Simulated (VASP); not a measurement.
A VASP calculation is set up with these files.

POSCAR:
```
Lu
1
    1.7559190785    -3.0413411456     0.0000000000
    1.7559190785     3.0413411456    -0.0000000000
   -0.0000000000     0.0000000000     5.4728667990
Lu
2
Direct
  0.3333330000   0.6666670000   0.2500000000
  0.6666670000   0.3333330000   0.7500000000
```

### INCAR
```
EDIFF = 1E-7   # SCF stop (eV)
ISIF = 2   # forces and stress, cell fixed
LMIXTAU = T
ISMEAR = 1   # Methfessel-Paxton
LASPH = T
ALGO = Normal   # blocked Davidson
PREC = Accurate
ENCUT = 480   # plane-wave cut-off (eV)
LMAXMIX = 6
NELM = 100
METAGGA = R2SCAN
LWAVE = F
LREAL = F
SIGMA = 0.1   # width (eV)
SYSTEM = Lu
LCHARG = F
```

**KPOINTS**
```
kpoints
0
gamma
12 12 6
0 0 0
```

POTCAR, in this order: Lu_3 (PBE.64 set). Program: vasp_std.

Q: Translate this r2SCAN calculation to Ansatz.

A: One equivalent input (not run):
Ansatz 0.2 input:
```yaml
crystal:
  lattice:
    - [1.7559191, -3.0413411, 0.0000000]
    - [1.7559191, 3.0413411, 0.0000000]
    - [0.0000000, 0.0000000, 5.4728668]
  atoms:
    - { symbol: Lu, position: [0.3333330, 0.6666670, 0.2500000] }
    - { symbol: Lu, position: [0.6666670, 0.3333330, 0.7500000] }
kpoints:
  mp_grid: { grid: [12, 12, 6] }
hamiltonian:
  xc: r2scan
  pseudopotentials: { kind: paw }
scf:
  occupations: { method: methfessel_paxton, width: 0.1 }
  max_iter: 100
output: { forces: true, stress: true, eigenvalues: true }
```
What does not carry over: each code has its own PAW files, so the cut-off isn't converted (ENCUT is set for VASP's; basis.ecutwfc is left out, and Ansatz then takes the one that its files recommend); Ansatz stops its SCF on the density residual and VASP on the energy change (EDIFF).

The compound is Lu in the hcp structure. It was relaxed first.
